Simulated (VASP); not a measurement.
A run of VASP 6.6.1 is set up as follows.

File INCAR:

```
SYSTEM = B2C
PREC = Normal
ENCUT = 520
EDIFF = 1E-5
ISMEAR = 0
SIGMA = 0.15
LREAL = Auto
LASPH = .True.
NELM = 80
ALGO = Fast
ISIF = 2
LWAVE = .False.
LCHARG = .False.
GGA = PE
NBANDS = 32
```

Contents of KPOINTS:

```
regular mesh
0
Gamma
  8 8 8
  0 0 0
```

Contents of POSCAR:

```
B2C
1.0
   -1.3694700000      1.3694700000      5.8872300000
    1.3694700000     -1.3694700000      5.8872300000
    2.7389400000      2.7389400000    -11.7744600000
B C
8 4
Direct
    0.4350880000      0.9350880000      0.2500000000
    0.4350880000      0.9350880000      0.7500000000
    0.0649120000      0.5649120000      0.2500000000
    0.0649120000      0.5649120000      0.7500000000
    0.3149120000      0.3149120000      0.0000000000
    0.3149120000      0.3149120000      0.5000000000
    0.6850880000      0.6850880000      0.0000000000
    0.6850880000      0.6850880000      0.5000000000
    0.0000000000      0.0000000000      0.0000000000
    0.0000000000      0.0000000000      0.5000000000
    0.7500000000      0.2500000000      0.2500000000
    0.7500000000      0.2500000000      0.7500000000
```

Potentials or basis: VASP PAW PBE potentials, release 64 (B, C).

Command:

```sh
$ cat potpaw_PBE.64/B/POTCAR potpaw_PBE.64/C/POTCAR > POTCAR
$ mpirun -np 1 vasp_std > vasp.out
```

**Question.** Predict the pressure.

**Answer.** 0.0 GPa.

**Question.** Estimate the largest force.

**Answer.** 0.015 eV/Å.

**Question.** What does it give for the band gap on the k mesh?

**Answer.** None (metal or under the smearing width).

Forces in eV/Å, atoms in the order of the input:
```
B    0.000  0.000  0.015
B    0.000  0.000  0.015
B    0.000  0.000 -0.015
B    0.000  0.000 -0.015
B    0.000  0.000 -0.015
B    0.000  0.000 -0.015
B    0.000  0.000  0.015
B    0.000  0.000  0.015
C    0.000  0.000  0.000
C    0.000  0.000  0.000
C    0.000  0.000  0.000
C    0.000  0.000  0.000
```
